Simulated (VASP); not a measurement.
# K3Ge (Fm-3m) in VASP: reference runs, part 2 of 2

VASP 6.6.1. Earlier steps stand in the parts before.

### 3 Single point, PBE (atoms moved at random, drawn with an rms of 0.05 Å)

Input file INCAR:

```
PREC = Accurate ; ENCUT = 520
EDIFF = 1E-7 ; ISMEAR = -1
SIGMA = 0.05 ; LREAL = False
LASPH = True ; NELM = 60
ALGO = Normal ; ISIF = 2
LWAVE = False ; LCHARG = False
GGA = PE ; NBANDS = 28
```

Input file KPOINTS:

```
Automatic mesh
0
Gamma
  6 6 6
```

Input file POSCAR:

```
K3Ge
1.0
    0.0000000000      4.3110110000      4.3110110000
    4.3110110000      0.0000000000      4.3110110000
    4.3110110000      4.3110110000      0.0000000000
Ge K
1 3
Direct
    0.0077680000     -0.0133230000      0.0036680000
    0.5015600000      0.5052580000      0.4961170000
    0.7399160000      0.7437120000      0.7507880000
    0.2448080000      0.2528900000      0.2555680000
```

Potentials or basis: VASP PAW PBE potentials, release 64 (Ge_d, K_sv).

Started as:

```
cat potpaw_PBE.64/Ge_d/POTCAR potpaw_PBE.64/K_sv/POTCAR > POTCAR
mpirun -np 1 vasp_std > vasp.out
```

OUTCAR:

```text
PREC = Accurate
   ENCUT = 520
   EDIFF = 1E-7
   ISMEAR = -1
   LREAL = False
   LASPH = True
   NELM = 60
   ISIF = 2
   GGA = PE

 ion  position               nearest neighbor table
   1  0.008  0.987  0.004-
   2  0.502  0.505  0.496-   3 3.64   4 3.70   3 3.71   4 3.72   4 3.73   4 3.78   3 3.79   3 3.79

   3  0.740  0.744  0.751-   2 3.64   2 3.71   2 3.79   2 3.79
   4  0.245  0.253  0.256-   2 3.70   2 3.72   2 3.73   2 3.78
[... 943 lines left out ...]

  FORCE on cell =-STRESS in cart. coord.  units (eV):
  Direction    XX          YY          ZZ          XY          YZ          ZX
  --------------------------------------------------------------------------------------
  -------------------------------------------------------------------------------------
  Total        0.0633091      0.0599346      0.0563829      0.0538519      0.0654557      0.0419434
  in kB        0.6330085      0.5992681      0.5637548      0.5384481      0.6544710      0.4193790
  external PRESSURE =       0.5986771 kB  Pullay stress =       0.0000000 kB

 VOLUME and BASIS-vectors are now :
 -----------------------------------------------------------------------------
  energy-cutoff  :      520.00
  volume of cell :      160.24
      direct lattice vectors                 reciprocal lattice vectors
     0.000000000  4.311011000  4.311011000    -0.115982075  0.115982075  0.115982075
     4.311011000  0.000000000  4.311011000     0.115982075 -0.115982075  0.115982075
     4.311011000  4.311011000  0.000000000     0.115982075  0.115982075 -0.115982075

 POSITION                                       TOTAL-FORCE (eV/Angst)
 -----------------------------------------------------------------------------------
      4.26939      0.04930      4.28706         0.036418     -0.048430     -0.017597
      4.31694      4.30100      4.34040         0.004040     -0.019615     -0.056155
      6.44281      6.42644      6.39594         0.022400      0.064345      0.083764
      2.19197      2.15713      2.14558        -0.062858      0.003701     -0.010013
 -----------------------------------------------------------------------------------
    total drift:                               -0.000028     -0.000112      0.000568

  FREE ENERGIE OF THE ION-ELECTRON SYSTEM (eV)
  ---------------------------------------------------
  free  energy   TOTEN  =        -7.1132395692 eV

  energy  without entropy=       -7.0380619574  energy(sigma->0) =       -7.07565076
```

OSZICAR:

```text
N       E                     dE             d eps       ncg     rms          rms(c)
DAV:   1     0.374215868641E+03    0.37422E+03   -0.18974E+04  7436   0.187E+03
DAV:   2     0.367979204513E+02   -0.33742E+03   -0.32866E+03  6412   0.589E+02
DAV:   3    -0.227344542985E+01   -0.39071E+02   -0.38832E+02  7228   0.140E+02
DAV:   4    -0.766362482083E+01   -0.53902E+01   -0.53665E+01 11120   0.376E+01
DAV:   5    -0.777098626478E+01   -0.10736E+00   -0.10732E+00  9100   0.671E+00    0.486E+00
DAV:   6    -0.717841825586E+01    0.59257E+00   -0.15556E+00  8904   0.381E+00    0.402E+00
DAV:   7    -0.711025517199E+01    0.68163E-01   -0.48206E-01  8212   0.257E+00    0.254E+00
DAV:   8    -0.711607668026E+01   -0.58215E-02   -0.10684E-01  8032   0.201E+00    0.515E-01
DAV:   9    -0.711305949596E+01    0.30172E-02   -0.16473E-02  8376   0.723E-01    0.156E-01
DAV:  10    -0.711326746099E+01   -0.20797E-03   -0.17694E-03  8544   0.328E-01    0.592E-02
DAV:  11    -0.711325394597E+01    0.13515E-04   -0.14262E-04  9312   0.938E-02    0.501E-02
DAV:  12    -0.711323889416E+01    0.15052E-04   -0.10273E-04  7672   0.366E-02    0.530E-03
DAV:  13    -0.711323977037E+01   -0.87620E-06   -0.87330E-06  9444   0.999E-03    0.300E-03
DAV:  14    -0.711323966665E+01    0.10372E-06   -0.31564E-07  6152   0.266E-03    0.195E-03
DAV:  15    -0.711323956920E+01    0.97445E-07   -0.12896E-07  5368   0.127E-03
   1 F= -.71132396E+01 E0= -.70756508E+01  d E =-.751776E-01
```

Wall time 4 min (1 thread of Intel Xeon 6975P-C (Granite Rapids), shared host); peak memory 0.62 GiB.

What came out:

| Property | Result |
| --- | --- |
| Free energy | -7.1132 eV |
| Pressure | 0.1 GPa |
| Largest force | 0.108 eV/Å |
| Band gap on the k mesh | none (metal or under the smearing width) |

Forces in eV/Å, atoms in the order of the input:
```
Ge   0.036 -0.048 -0.018
K    0.004 -0.020 -0.056
K    0.022  0.064  0.084
K   -0.063  0.004 -0.010
```

### 4 Equation of state, PBE, 37.66 Å³/atom (volume scaled by 0.94)

Input file INCAR:

```
ALGO = Normal
EDIFF = 1E-7
ENCUT = 520
GGA = PE
ISIF = 2
ISMEAR = -1
LASPH = T
LCHARG = F
LREAL = F
LWAVE = F
NBANDS = 28
NELM = 80
PREC = Accurate
SIGMA = 0.05
```

Input file KPOINTS:

```
k-points
0
Gamma
  6 6 6
```

Input file POSCAR:

```
K3Ge
1.0
    0.0000000000      4.2230064901      4.2230064901
    4.2230064901      0.0000000000      4.2230064901
    4.2230064901      4.2230064901      0.0000000000
Ge K
1 3
Direct
    0.0000000000      0.0000000000      0.0000000000
    0.5000000000      0.5000000000      0.5000000000
    0.7500000000      0.7500000000      0.7500000000
    0.2500000000      0.2500000000      0.2500000000
```

Started as:

```
cat potpaw_PBE.64/Ge_d/POTCAR potpaw_PBE.64/K_sv/POTCAR > POTCAR
mpirun -np 1 vasp_std > vasp.out
```

Wall time 52 s (1 thread of Intel Xeon 6975P-C (Granite Rapids), shared host); peak memory 0.33 GiB.

The run converged. Its results:

* Free energy: -7.0990 eV
* Pressure: 0.7 GPa
* Band gap on the k mesh: none (metal or under the smearing width)

### 5 Equation of state, PBE, 38.46 Å³/atom (volume scaled by 0.96)

Input file INCAR:

```
PREC = Accurate
ENCUT = 520
EDIFF = 1E-7
ISMEAR = -1
SIGMA = 0.05
LREAL = False
LASPH = True
NELM = 80
ALGO = Normal
ISIF = 2
LWAVE = False
LCHARG = False
GGA = PE
NBANDS = 28
```

Input file KPOINTS:

```
regular mesh
0
Gamma
  6 6 6
```

Input file POSCAR:

```
K3Ge
1.0
    0.0000000000      4.2527469523      4.2527469523
    4.2527469523      0.0000000000      4.2527469523
    4.2527469523      4.2527469523      0.0000000000
Ge K
1 3
Direct
    0.0000000000      0.0000000000      0.0000000000
    0.5000000000      0.5000000000      0.5000000000
    0.7500000000      0.7500000000      0.7500000000
    0.2500000000      0.2500000000      0.2500000000
```

Started as:

```
cat potpaw_PBE.64/Ge_d/POTCAR potpaw_PBE.64/K_sv/POTCAR > POTCAR
mpirun -np 1 vasp_std > vasp.out
```

Run time: 51 s. Hardware: 1 thread of Intel Xeon 6975P-C (Granite Rapids), shared host; peak memory 0.33 GiB.

It converged, with:

```yaml
Free_energy: -7.1107 eV
Pressure: 0.4 GPa
Band_gap_on_the_k_mesh: none (metal or under the smearing width)
```

### 6 Equation of state, PBE, 39.26 Å³/atom (volume scaled by 0.98)

Changes to INCAR since step 5:

```diff
@@ -7,3 +7,3 @@
 LASPH = True
-NELM = 80
+NELM = 100
 ALGO = Normal
```

Input file KPOINTS:

```
Automatic mesh
0
Gamma
  6 6 6
```

Input file POSCAR:

```
K3Ge
1.0
    0.0000000000      4.2820771685      4.2820771685
    4.2820771685      0.0000000000      4.2820771685
    4.2820771685      4.2820771685      0.0000000000
Ge K
1 3
Direct
    0.0000000000      0.0000000000      0.0000000000
    0.5000000000      0.5000000000      0.5000000000
    0.7500000000      0.7500000000      0.7500000000
    0.2500000000      0.2500000000      0.2500000000
```

Potentials or basis: VASP PAW PBE potentials, release 64 (Ge_d, K_sv).

Started as:

```
cat potpaw_PBE.64/Ge_d/POTCAR potpaw_PBE.64/K_sv/POTCAR > POTCAR
mpirun -np 1 vasp_std > vasp.out
```

It took 53 s on 1 thread of Intel Xeon 6975P-C (Granite Rapids), shared host; peak memory 0.33 GiB.

The run converged. Its results:

| Quantity | Value |
| --- | --- |
| Free energy | -7.1179 eV |
| Pressure | 0.2 GPa |
| Band gap on the k mesh | none (metal or under the smearing width) |

### 7 Equation of state, PBE, 40.86 Å³/atom (volume scaled by 1.02)

Input file INCAR:

```
SYSTEM = K3Ge
PREC = Accurate
ENCUT = 520
EDIFF = 1E-7
ISMEAR = -1
SIGMA = 0.05
LREAL = .False.
LASPH = .True.
NELM = 60
ALGO = Normal
ISIF = 2
LWAVE = .False.
LCHARG = .False.
GGA = PE
NBANDS = 28
```

Input file KPOINTS:

```
Automatic mesh
0
Gamma
  6 6 6
  0 0 0
```

Input file POSCAR:

```
K3Ge
1.0
    0.0000000000      4.3395615738      4.3395615738
    4.3395615738      0.0000000000      4.3395615738
    4.3395615738      4.3395615738      0.0000000000
Ge K
1 3
Direct
    0.0000000000      0.0000000000      0.0000000000
    0.5000000000      0.5000000000      0.5000000000
    0.7500000000      0.7500000000      0.7500000000
    0.2500000000      0.2500000000      0.2500000000
```

Started as:

```
cat potpaw_PBE.64/Ge_d/POTCAR potpaw_PBE.64/K_sv/POTCAR > POTCAR
mpirun -np 1 vasp_std > vasp.out
```

Run time: 45 s. Hardware: 1 thread of Intel Xeon 6975P-C (Granite Rapids), shared host; peak memory 0.33 GiB.

Results (log left out):

```
Free energy            : -7.1209 eV
Pressure               : -0.1 GPa
Band gap on the k mesh : none (metal or under the smearing width)
```

### 8 Equation of state, PBE, 41.66 Å³/atom (volume scaled by 1.04)

Input file INCAR:

```
SYSTEM = K3Ge
PREC     = Accurate       ! precision mode
ENCUT    = 520            ! plane-wave cutoff, eV
EDIFF    = 1E-7           ! SCF threshold, eV
ISMEAR   = -1             ! smearing method
SIGMA    = 0.05           ! smearing width, eV
LREAL    = .FALSE.        ! projectors in reciprocal space
LASPH    = .TRUE.         ! aspherical terms in the spheres
NELM     = 80             ! most SCF steps
ALGO     = Normal         ! electronic algorithm
ISIF     = 2              ! what is computed and relaxed
LWAVE    = .FALSE.        ! write WAVECAR
LCHARG   = .FALSE.        ! write CHGCAR
GGA      = PE             ! functional
NBANDS   = 28             ! bands
```

Input file KPOINTS:

```
regular mesh
0
G
  6 6 6
  0 0 0
```

Input file POSCAR:

```
K3Ge
1.0
    0.0000000000      4.3677413346      4.3677413346
    4.3677413346      0.0000000000      4.3677413346
    4.3677413346      4.3677413346      0.0000000000
Ge K
1 3
Direct
    0.0000000000      0.0000000000      0.0000000000
    0.5000000000      0.5000000000      0.5000000000
    0.7500000000      0.7500000000      0.7500000000
    0.2500000000      0.2500000000      0.2500000000
```

Started as:

```
cat potpaw_PBE.64/Ge_d/POTCAR potpaw_PBE.64/K_sv/POTCAR > POTCAR
mpirun -np 1 vasp_std > vasp.out
```

Run time: 42 s. Hardware: 1 thread of Intel Xeon 6975P-C (Granite Rapids), shared host; peak memory 0.34 GiB.

Results (log left out):

| Quantity | Value |
| --- | --- |
| Free energy | -7.1172 eV |
| Pressure | -0.3 GPa |
| Band gap on the k mesh | none (metal or under the smearing width) |

### 9 Equation of state, PBE, 42.46 Å³/atom (volume scaled by 1.06)

Input file INCAR:

```
PREC = Accurate ; ENCUT = 520
EDIFF = 1E-7 ; ISMEAR = -1
SIGMA = 0.05 ; LREAL = F
LASPH = T ; NELM = 100
ALGO = Normal ; ISIF = 2
LWAVE = F ; LCHARG = F
GGA = PE ; NBANDS = 28
```

Input file KPOINTS:

```
regular mesh
0
Gamma
  6 6 6
```

Input file POSCAR:

```
K3Ge
1.0
    0.0000000000      4.3955620932      4.3955620932
    4.3955620932      0.0000000000      4.3955620932
    4.3955620932      4.3955620932      0.0000000000
Ge K
1 3
Direct
    0.0000000000      0.0000000000      0.0000000000
    0.5000000000      0.5000000000      0.5000000000
    0.7500000000      0.7500000000      0.7500000000
    0.2500000000      0.2500000000      0.2500000000
```

Potentials or basis: VASP PAW PBE potentials, release 64 (Ge_d, K_sv).

Started as:

```
cat potpaw_PBE.64/Ge_d/POTCAR potpaw_PBE.64/K_sv/POTCAR > POTCAR
mpirun -np 1 vasp_std > vasp.out
```

Wall time 42 s (1 thread of Intel Xeon 6975P-C (Granite Rapids), shared host); peak memory 0.33 GiB.

Results (log left out):

| Item | Value |
| --- | --- |
| Free energy | -7.1105 eV |
| Pressure | -0.4 GPa |
| Band gap on the k mesh | none (metal or under the smearing width) |

### 10 Equation of state, PBE

This step only gathers the single runs of the series.

What came out:

| Quantity | Value |
| --- | --- |
| Equilibrium volume | 40.37 Å³/atom |
| Bulk modulus | 8.8 GPa |
| Pressure derivative of the bulk modulus | 3.8 |

Energy against volume, from the lowest point:
| volume (Å³/atom) | energy (meV/atom) |
| --- | --- |
| 37.656 | 5.56 |
| 38.457 | 2.63 |
| 39.258 | 0.82 |
| 40.060 | 0.00 |
| 40.861 | 0.09 |
| 41.662 | 1.01 |
| 42.463 | 2.69 |

### 11 The runs side by side

| task | cell | gap on the mesh (eV) | pressure (GPa) |
| --- | --- | --- | --- |
| single point | as given | none | 0.0 |
| single point | atoms moved at random, drawn with an rms of 0.05 Å | none | 0.1 |
| equation of state | as given | - | - |

Alike in all rows: level PBE; potentials or basis VASP PAW PBE potentials, release 64 (Ge_d, K_sv); no spin polarisation; k mesh 6 × 6 × 6; cutoff (eV) 520; smearing fermi-dirac 0.05 eV.

Absolute energies hang on the potentials; compare differences alone.
